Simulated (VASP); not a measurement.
All values below come from PBE GGA, VASP's PBE PAW potentials (set 64) (plane waves; VASP).

The input files of a VASP run:

### KPOINTS
```
Automatic mesh
0
Gamma
8 8 8
0 0 0
```

### POSCAR
```
NbAs
1
    3.2302790000     0.0000000000     0.0000000000
    0.0000000000     3.2302790000     0.0000000000
    0.0000000000     0.0000000000     3.2302790000
Nb As
1 1
Direct
 -0.0084420000  -0.0069230000   0.0045630000
  0.5084420000   0.5069230000   0.4954370000
```

### INCAR
```
SYSTEM = NbAs
PREC = Accurate
ENCUT = 300
EDIFF = 1E-6
NELM = 100
ALGO = Normal
LREAL = .FALSE.
LASPH = .TRUE.
ISMEAR = -1
SIGMA = 0.136
GGA = PE
LMAXMIX = 4
LWAVE = .FALSE.
LCHARG = .FALSE.
ISIF = 2
```

POTCAR, in this order: Nb_sv As (PBE.64 set). Program: vasp_std.

At this cut-off the stress carries a Pulay error, which pulls relaxed volumes low.

### Question
What does the run give for the energy per atom (σ→0), pressure, largest force, band gap (on the k-mesh)?

### Answer

```json
{
  "energy per atom (σ→0)": "-7.871 eV/atom",
  "band gap (on the k-mesh)": "none (metal, semimetal or under 0.01 eV)",
  "pressure": "-1.97 GPa",
  "largest_force": "0.303 eV/Å"
}
```

OSZICAR:
```
...
DAV:   7    -0.157813175892E+02    0.21069E-01   -0.12853E-01  7941   0.283E+00    0.137E+00
DAV:   8    -0.157720038852E+02    0.93137E-02   -0.30511E-02  9018   0.133E+00    0.205E-01
DAV:   9    -0.157720892603E+02   -0.85375E-04   -0.21863E-03 11238   0.358E-01    0.112E-01
DAV:  10    -0.157721148922E+02   -0.25632E-04   -0.20051E-04  9357   0.173E-01    0.204E-02
DAV:  11    -0.157721046625E+02    0.10230E-04   -0.12122E-05  9035   0.420E-02    0.121E-02
DAV:  12    -0.157721033651E+02    0.12974E-05   -0.89666E-07  5715   0.121E-02    0.250E-03
DAV:  13    -0.157721034119E+02   -0.46786E-07   -0.25234E-07  4445   0.679E-03
   1 F= -.15772103E+02 E0= -.15741756E+02  d E =-.606940E-01
```

The structure was generated: NbAs was put into an ordered model structure, which need not be its known phase. The cell was not relaxed at this level, atoms are displaced from their ideal sites.
